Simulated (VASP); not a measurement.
Computed with LDA (Ceperley-Alder, Perdew-Zunger), VASP's LDA PAW potentials (set 64) (plane waves; VASP 6.6.1).

The input files of a VASP run:

### INCAR
```
! general
SYSTEM  = MgS
PREC    = Accurate
ENCUT   = 500
LREAL   = .False.
LASPH   = .True.

! electronic loop
EDIFF   = 1E-6
NELM    = 100
ALGO    = Normal

! smearing
ISMEAR  = 0
SIGMA   = 0.05

! ions
IBRION  = 2
NSW     = 40
ISIF    = 3
EDIFFG  = -0.02
PSTRESS = 50

! output
LWAVE   = .False.
LCHARG  = .False.
```

KPOINTS:
```
Automatic mesh
0
Gamma
9 9 9
0 0 0
```

**POSCAR**
```
MgS
1
    0.0000000000     2.5587185623     2.5587185623
    2.5587185623     0.0000000000     2.5587185623
    2.5587185623     2.5587185623     0.0000000000
Mg S
1 1
Direct
  0.0000000000   0.0000000000   0.0000000000
  0.5000000000   0.5000000000   0.5000000000
```

POTCAR, in this order: Mg S (LDA.64 set). Program: vasp_std.

Output

### OSZICAR
```
       N       E                     dE             d eps       ncg     rms          rms(c)
DAV:   1     0.206305733535E+02    0.20631E+02   -0.37131E+03   584   0.790E+02
DAV:   2    -0.924509293276E+01   -0.29876E+02   -0.27628E+02   808   0.104E+02
DAV:   3    -0.100109266788E+02   -0.76583E+00   -0.76583E+00   632   0.235E+01
DAV:   4    -0.100144555667E+02   -0.35289E-02   -0.35289E-02   896   0.184E+00
DAV:   5    -0.100144619329E+02   -0.63662E-05   -0.63662E-05   728   0.551E-02    0.464E+00
DAV:   6    -0.964657106289E+01    0.36789E+00   -0.94352E-01   576   0.476E+00    0.357E+00
DAV:   7    -0.959732297305E+01    0.49248E-01   -0.21081E-01   728   0.234E+00    0.223E+00
DAV:   8    -0.959269849893E+01    0.46245E-02   -0.94005E-03   664   0.735E-01    0.798E-01
DAV:   9    -0.959249526105E+01    0.20324E-03   -0.51647E-04   696   0.164E-01    0.241E-01
DAV:  10    -0.959248934775E+01    0.59133E-05   -0.21299E-05   792   0.296E-02    0.824E-02
DAV:  11    -0.959248890323E+01    0.44451E-06   -0.41871E-06   648   0.122E-02
   1 F= -.85469096E+01 E0= -.85469096E+01  d E =-.854691E+01
       N       E                     dE             d eps       ncg     rms          rms(c)
DAV:   1    -0.970044231330E+01   -0.10795E+00   -0.34769E+00   680   0.127E+01    0.356E+00
DAV:   2    -0.955444608801E+01    0.14600E+00   -0.41335E-01   592   0.354E+00    0.110E+00
DAV:   3    -0.953782765075E+01    0.16618E-01   -0.85820E-02   608   0.170E+00    0.857E-01
DAV:   4    -0.953758763741E+01    0.24001E-03   -0.61333E-04   648   0.221E-01    0.756E-01
DAV:   5    -0.953691493413E+01    0.67270E-03   -0.39625E-04   608   0.143E-01    0.150E-01
DAV:   6    -0.953690218483E+01    0.12749E-04   -0.66096E-06   728   0.212E-02    0.493E-02
DAV:   7    -0.953690168028E+01    0.50455E-06   -0.13455E-07   384   0.391E-03
   2 F= -.85688692E+01 E0= -.85688692E+01  d E =-.219596E-01
       N       E                     dE             d eps       ncg     rms          rms(c)
DAV:   1    -0.958285556493E+01   -0.45953E-01   -0.33286E-01   672   0.380E+00    0.992E-01
DAV:   2    -0.956858741152E+01    0.14268E-01   -0.41846E-02   592   0.114E+00    0.333E-01
DAV:   3    -0.956700596251E+01    0.15814E-02   -0.83307E-03   624   0.524E-01    0.204E-01
DAV:   4    -0.956697323909E+01    0.32723E-04   -0.61937E-05   632   0.695E-02    0.174E-01
DAV:   5    -0.956691763139E+01    0.55608E-04   -0.30643E-05   592   0.396E-02    0.225E-02
DAV:   6    -0.956691661183E+01    0.10196E-05   -0.48390E-07   416   0.608E-03    0.109E-02
DAV:   7    -0.956691656260E+01    0.49239E-07   -0.27050E-08   280   0.141E-03
   3 F= -.85751050E+01 E0= -.85751050E+01  d E =-.281954E-01
```

**OUTCAR**
```
------------------------ aborting loop because EDIFF is reached ----------------------------------------
  FORCE on cell =-STRESS in cart. coord.  units (eV):
  Direction    XX          YY          ZZ          XY          YZ          ZX
  --------------------------------------------------------------------------------------
  Total        0.9903195      0.9903195      0.9903195      0.0000000      0.0000000     -0.0000000
  in kB       49.9247819     49.9247819     49.9247819      0.0000000      0.0000000     -0.0000000
  external PRESSURE =      -0.0752181 kB  Pullay stress =      50.0000000 kB
  volume of cell :       31.78
      direct lattice vectors                 reciprocal lattice vectors
     0.000000000  2.514084725  2.514084725    -0.198879535  0.198879535  0.198879535
     2.514084725  0.000000000  2.514084725     0.198879535 -0.198879535  0.198879535
     2.514084725  2.514084725  0.000000000     0.198879535  0.198879535 -0.198879535
 POSITION                                       TOTAL-FORCE (eV/Angst)
 -----------------------------------------------------------------------------------
      0.00000      0.00000      0.00000         0.000000     -0.000000      0.000000
      2.51408      2.51408      2.51408        -0.000000      0.000000     -0.000000
 -----------------------------------------------------------------------------------
    total drift:                                0.000000      0.000000      0.000000
  FREE ENERGIE OF THE ION-ELECTRON SYSTEM (eV)
  ---------------------------------------------------
  free  energy   TOTEN  =        -9.5669165626 eV

  energy  without entropy=       -9.5669165626  energy(sigma->0) =       -9.56691656
  enthalpy is  TOTEN    =        -8.5751050481 eV   P V=        0.9918115145

 reached required accuracy - stopping structural energy minimisation
```
(Selected blocks of OUTCAR.)

**CONTCAR**
```
MgS
   1.00000000000000
     0.0000000000000000    2.5140847253990981    2.5140847253990981
     2.5140847253990981    0.0000000000000000    2.5140847253990981
     2.5140847253990981    2.5140847253990981    0.0000000000000000
  Mg              S
     1     1
Direct
     0.0000000000000000    0.0000000000000000    0.0000000000000000
     0.5000000000000000    0.5000000000000000    0.5000000000000000
```

**OUTCAR**
```
 val. band max:        4.5590953546   @ k =   0.0000   0.0000   0.0000

 cond. band min:       7.4668473098   @ k =   0.4444   0.4444   0.0000


 Fermi energy:         4.7690911468

 k-point     1 :       0.0000    0.0000    0.0000
  band No.  band energies     occupation
      1      -8.7130      2.00000
      2       4.5591      2.00000
      3       4.5591      2.00000
      4       4.5591      2.00000
      5       8.9126      0.00000
      6      12.3076      0.00000
      7      12.3076      0.00000
      8      12.3076      0.00000

 k-point     2 :       0.1111    0.0000    0.0000
  band No.  band energies     occupation
      1      -8.5709      2.00000
      2       3.6151      2.00000
      3       4.4570      2.00000
      4       4.4570      2.00000
      5       9.5628      0.00000
      6      12.0892      0.00000
      7      12.5620      0.00000
      8      12.5620      0.00000

 k-point     3 :       0.2222    0.0000    0.0000
  band No.  band energies     occupation
      1      -8.1718      2.00000
      2       1.8720      2.00000
      3       4.2231      2.00000
      4       4.2231      2.00000
      5       9.7798      0.00000
      6      12.4829      0.00000
      7      12.4829      0.00000
      8      12.9174      0.00000

 k-point     4 :       0.3333    0.0000    0.0000
  band No.  band energies     occupation
      1      -7.6202      2.00000
      2       0.2466      2.00000
      3       3.9904      2.00000
      4       3.9904      2.00000
      5       9.3765      0.00000
      6      11.8495      0.00000
      7      11.8495      0.00000
      8      14.6946      0.00000

 k-point     5 :       0.4444    0.0000    0.0000
  band No.  band energies     occupation
      1      -7.1668      2.00000
      2      -0.7797      2.00000
      3       3.8533      2.00000
      4       3.8533      2.00000
      5       9.1148      0.00000
      6      11.4607      0.00000
      7      11.4607      0.00000
...
```

Energy and stress use the plane-wave basis of the starting cell.

The compound is MgS in the rock salt structure. This run relaxes it under an external pressure of 5 GPa. Symmetry was kept, so distortions that lower it aren't found.
